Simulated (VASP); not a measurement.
Runs of VASP 6.6.1 on Ca3SiSe. The structure is cubic, space group Pm-3m (No. 221). Conventional cell: a = 5.446 Å, b = 5.446 Å, c = 5.446 Å, α = 90.00°, β = 90.00°, γ = 90.00°. Si (site symmetry m-3m) is surrounded by 12 Ca at 3.85 Å. Around Se (site symmetry m-3m) lie 6 Ca at 2.72 Å. Ca (site symmetry 4/mmm) has 2 Se at 2.72 Å as nearest neighbours. The cell comes from a database or a generator and needn't be the stable form of this composition.

| cell | gap on the mesh (eV) | pressure (GPa) |
| --- | --- | --- |
| Pm-3m, 32.3 Å³/atom | none | (b) |
| Pm-3m, 42.34 Å³/atom | none | -5.5 |
| Pm-3m, 31.55 Å³/atom | 0.06 | (a) |
| Pm-3m, 40.38 Å³/atom | none | -5.1 |

Alike in all rows: task single point; level PBE; potentials or basis VASP PAW PBE potentials, release 64 (Si, Se, Ca_sv); no spin polarisation; k mesh 4 × 4 × 4; cutoff (eV) 520; smearing gaussian 0.05 eV.

Q: Estimate the missing entries.

A: (a) 0.1; (b) -0.7.

A k mesh can miss the band edges, and the runs leave out spin-orbit coupling on Se.

A gap of «none» marks a metal or a gap under the smearing width.
